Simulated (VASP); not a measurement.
Computed with revPBE GGA, VASP's PBE PAW potentials (set 64) (plane waves; VASP).

Input for VASP

**KPOINTS**
```
Automatic mesh
0
Gamma
15 15 15
0 0 0
```

### INCAR
```
ALGO = Normal
EDIFF = 1E-6
EDIFFG = -0.01
ENCUT = 520
GGA = RE
IBRION = 2
ISIF = 3
ISMEAR = 1
LASPH = T
LCHARG = F
LMAXMIX = 4
LREAL = F
LWAVE = F
NELM = 100
NSW = 60
PREC = Accurate
SIGMA = 0.1
SYSTEM = Rh
```

File POSCAR:
```
Rh
1
    0.0000000000     1.9000000000     1.9000000000
    1.9000000000     0.0000000000     1.9000000000
    1.9000000000     1.9000000000     0.0000000000
Rh
1
Direct
  0.0000000000   0.0000000000   0.0000000000
```

POTCAR, in this order: Rh_pv (PBE.64 set). Program: vasp_std.

Question: What will the output report for the number of irreducible k-points (NKPTS), largest plane-wave count, number of space-group operations, FFT grid (NGX, NGY, NGZ)?

Answer: 
```
Property                                       Value
--------------------------------------  ------------
number of irreducible k-points (NKPTS)           120
largest plane-wave count                         378
number of space-group operations                  48
FFT grid (NGX, NGY, NGZ)                20 × 20 × 20
```

The compound is Rh in the fcc structure. This run relaxes it. Symmetry was kept, so distortions that lower it aren't found.
